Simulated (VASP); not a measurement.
Output of a VASP run:

File OSZICAR:
```
       N       E                     dE             d eps       ncg     rms          rms(c)
DAV:   1     0.141988721379E+03    0.14199E+03   -0.11684E+04  2704   0.125E+03
DAV:   2     0.121239808833E+00   -0.14187E+03   -0.13966E+03  2768   0.345E+02
DAV:   3    -0.259814594554E+01   -0.27194E+01   -0.27170E+01  3424   0.573E+01
DAV:   4    -0.260096568441E+01   -0.28197E-02   -0.28197E-02  3128   0.155E+00
DAV:   5    -0.260097293994E+01   -0.72555E-05   -0.72555E-05  3344   0.761E-02    0.494E+00
DAV:   6    -0.242647817460E+01    0.17449E+00   -0.47811E-01  2824   0.927E+00    0.387E+00
DAV:   7    -0.241286202089E+01    0.13616E-01   -0.39303E-02  3136   0.204E+00    0.200E+00
DAV:   8    -0.241079639548E+01    0.20656E-02   -0.34637E-03  2992   0.869E-01    0.104E-01
DAV:   9    -0.241080996175E+01   -0.13566E-04   -0.25315E-05  3400   0.618E-02    0.450E-02
DAV:  10    -0.241082728386E+01   -0.17322E-04   -0.14140E-05  3048   0.463E-02    0.324E-03
DAV:  11    -0.241082757783E+01   -0.29397E-06   -0.10565E-07  1736   0.333E-03
   1 F= -.24108276E+01 E0= -.24108477E+01  d E =-.241083E+01
       N       E                     dE             d eps       ncg     rms          rms(c)
DAV:   1    -0.241481956657E+01   -0.39923E-02   -0.76418E-02  2712   0.373E+00    0.444E-01
DAV:   2    -0.241116609190E+01    0.36535E-02   -0.10127E-02  2744   0.143E+00    0.135E-01
DAV:   3    -0.241093757738E+01    0.22851E-03   -0.47601E-04  3208   0.260E-01    0.109E-01
DAV:   4    -0.241089234675E+01    0.45231E-04   -0.49419E-05  2960   0.578E-02    0.909E-03
DAV:   5    -0.241089264761E+01   -0.30086E-06   -0.11804E-06  2440   0.125E-02
   2 F= -.24108926E+01 E0= -.24108985E+01  d E =-.650698E-04
```

File OUTCAR:
```
------------------------ aborting loop because EDIFF is reached ----------------------------------------
  FORCE on cell =-STRESS in cart. coord.  units (eV):
  Direction    XX          YY          ZZ          XY          YZ          ZX
  --------------------------------------------------------------------------------------
  Total        0.0059411      0.0059411     -0.0178415      0.0000000      0.0000000     -0.0000000
  in kB        0.2300629      0.2300630     -0.6908951      0.0000000      0.0000000     -0.0000000
  external PRESSURE =      -0.0769231 kB  Pullay stress =       0.0000000 kB
  volume of cell :       41.37
      direct lattice vectors                 reciprocal lattice vectors
     1.477723408 -2.559492311  0.000000000     0.338358313 -0.195351241  0.000000000
     1.477723408  2.559492311 -0.000000000     0.338358313  0.195351241 -0.000000000
     0.000000000  0.000000000  5.469575043     0.000000000  0.000000000  0.182829560
 POSITION                                       TOTAL-FORCE (eV/Angst)
 -----------------------------------------------------------------------------------
      1.47772      0.85317      1.36739         0.000000      0.000000      0.000000
      1.47772     -0.85317      4.10218        -0.000000     -0.000000      0.000000
 -----------------------------------------------------------------------------------
    total drift:                                0.000014      0.000187      0.000002
  FREE ENERGIE OF THE ION-ELECTRON SYSTEM (eV)
  ---------------------------------------------------
  free  energy   TOTEN  =        -2.4108926476 eV

  energy  without entropy=       -2.4109102095  energy(sigma->0) =       -2.41089850

 reached required accuracy - stopping structural energy minimisation
```
(Selected blocks of OUTCAR.)

### POSCAR
```
Cd
1
    1.4792737928    -2.5621776576     0.0000000000
    1.4792737928     2.5621776576    -0.0000000000
    0.0000000000    -0.0000000000     5.4774638146
Cd
2
Direct
  0.3333330000   0.6666670000   0.2500000000
  0.6666670000   0.3333330000   0.7500000000
```

Q: Write an INCAR and KPOINTS that could have produced this output.

A: Several could match; the one computed here: the input of the run itself, PBEsol GGA, plane waves, VASP's PBE PAW potentials (set 64).

KPOINTS:
```
Automatic mesh
0
Gamma
13 13 6
0 0 0
```

### INCAR
```
SYSTEM = Cd
PREC = Accurate
ENCUT = 400
EDIFF = 1E-6
NELM = 100
ALGO = Normal
LREAL = .FALSE.
LASPH = .TRUE.
ISMEAR = 1
SIGMA = 0.1
GGA = PS
LMAXMIX = 4
LWAVE = .FALSE.
LCHARG = .FALSE.
IBRION = 2
ISIF = 3
NSW = 60
EDIFFG = -0.01
```

POTCAR, in this order: Cd (PBE.64 set). Program: vasp_std.

The compound is Cd in the hcp structure. This run relaxes it. Symmetry was kept, so distortions that lower it aren't found. The start is the result of an earlier pass.
